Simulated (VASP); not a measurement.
Computed with PBE GGA, VASP's PBE PAW potentials (set 64) (plane waves; VASP).

VASP ran on this input.

**KPOINTS**
```
Automatic
0
G
7 7 7
```

**POSCAR**
```
Ge
1
    0.0000000000     2.7771790000     2.7964100000
    2.7786350000     0.0000000000     2.7964100000
    2.7786350000     2.7771790000     0.0000000000
Ge
2
Direct
  0.0000000000   0.0000000000   0.0000000000
  0.2455660000   0.2544340000   0.2544340000
```

**INCAR**
```
ISIF = 2   ! forces and stress, cell fixed
LMAXMIX = 4   ! l cut-off of mixed one-centre charges
LREAL = F   ! projection in real space or not
LWAVE = F
LASPH = T
SYSTEM = Ge
GGA = PE   ! PBE
EDIFF = 1E-6   ! SCF stop (eV)
SIGMA = 0.05   ! width (eV)
ISMEAR = 0
NELM = 100
ENCUT = 400
LCHARG = F
PREC = Accurate
ALGO = Normal   ! blocked Davidson
ISYM = -1
```

POTCAR, in this order: Ge_d (PBE.64 set). Program: vasp_std.

**Question.** Estimate the energy per atom (σ→0), pressure, largest force.

**Answer.** 
The energy per atom (σ→0) is -4.456 eV/atom and the pressure comes out as 7.04 GPa. The largest force is 0.321 eV/Å.

OSZICAR:
```
...
DAV:   6    -0.894869529666E+01    0.66264E-01   -0.25948E-02 13250   0.151E+00    0.206E+00
DAV:   7    -0.890994800604E+01    0.38747E-01   -0.67494E-02 12722   0.239E+00    0.163E-01
DAV:   8    -0.891176522047E+01   -0.18172E-02   -0.67008E-03 13840   0.116E+00    0.684E-02
DAV:   9    -0.891179095464E+01   -0.25734E-04   -0.21572E-04 15522   0.324E-01    0.178E-02
DAV:  10    -0.891180373406E+01   -0.12779E-04   -0.10802E-04 15734   0.268E-01    0.983E-03
DAV:  11    -0.891180330953E+01    0.42453E-06   -0.12667E-05 18236   0.195E-01    0.410E-03
DAV:  12    -0.891180383306E+01   -0.52353E-06   -0.42391E-06 13264   0.367E-02
   1 F= -.89118038E+01 E0= -.89118029E+01  d E =-.191975E-05
```

The compound is Ge in the diamond structure. The cell was not relaxed at this level, atoms are displaced from their ideal sites. The run is one of a series of settings (ISYM = -1 against the base run), some of them coarse on purpose.
